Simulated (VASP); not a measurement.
Given:

```
CELL_PARAMETERS angstrom
     -1.60791     1.60791     1.60791
      1.60791    -1.60791     1.60791
      1.60791     1.60791    -1.60791
ATOMIC_POSITIONS crystal
  Mo 0.00000 0.00000 0.00000
```

Computed with r2SCAN meta-GGA, VASP's PBE PAW potentials (set 64) (plane waves; VASP 6.6.1). Numerical set-up: 480 eV cut-off, 16×16×16 Γ-centred mesh, first-order Methfessel-Paxton smearing of 0.10 eV, potentials Mo_sv.

### Question
What does the run give for the energy per atom (σ→0), pressure, band gap (on the k-mesh) with the smallest direct gap where there is one?

### Answer

```
Quantity                                                    Result
------------------------  ----------------------------------------
band gap (on the k-mesh)  none (metal, semimetal or under 0.01 eV)
energy per atom (σ→0)                          -2512.5 kJ/mol-atom
pressure                                                -14.12 GPa
```

The absolute energy has meaning only against runs of the same code, potentials and settings.

The compound is Mo in the bcc structure. This cell was strained or had an atom moved on purpose.
